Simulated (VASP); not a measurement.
Here is a VASP 6.6.1 calculation.

INCAR

```
  PREC = Accurate
  ENCUT = 520
  EDIFF = 1E-6
  ISMEAR = 0
  SIGMA = 0.05
  LREAL = False
  LASPH = True
  NELM = 80
  ALGO = Normal
  ISIF = 2
  LWAVE = False
  LCHARG = False
  GGA = RP
```

The input KPOINTS:

```
regular mesh
0
Gamma
  7 7 4
```

POSCAR

```
Y2Ge3
1.0
    4.3924264328      0.0000000000      0.0000000000
   -2.1962132164      3.8039528751      0.0000000000
    0.0000000000      0.0000000000      7.1072950000
Y Ge
2 3
Direct
    0.0000000000      0.0000000000      0.2700710000
    0.0000000000      0.0000000000      0.7299290000
    0.6666666667      0.3333333333      0.0000000000
    0.6666666667      0.3333333333      0.5000000000
    0.3333333333      0.6666666667      0.0000000000
```

Potentials or basis: VASP PAW PBE potentials, release 64 (Y_sv, Ge_d).

Command:

```sh
$ cat potpaw_PBE.64/Y_sv/POTCAR potpaw_PBE.64/Ge_d/POTCAR > POTCAR
$ mpirun -np 1 vasp_std > vasp.out
```

**Question.** What does it give for the band gap on the k mesh?

**Answer.** None (metal or under the smearing width).

**Question.** Predict the pressure.

**Answer.** 2.1 GPa.

Forces on the atoms (eV/Å):
```
Y    0.000  0.000 -0.139
Y    0.000  0.000  0.139
Ge   0.000  0.000  0.000
Ge   0.000  0.000  0.000
Ge   0.000  0.000  0.000
```

Caveat: the PAW data sets were made with another functional, which shifts forces and pressure a little.
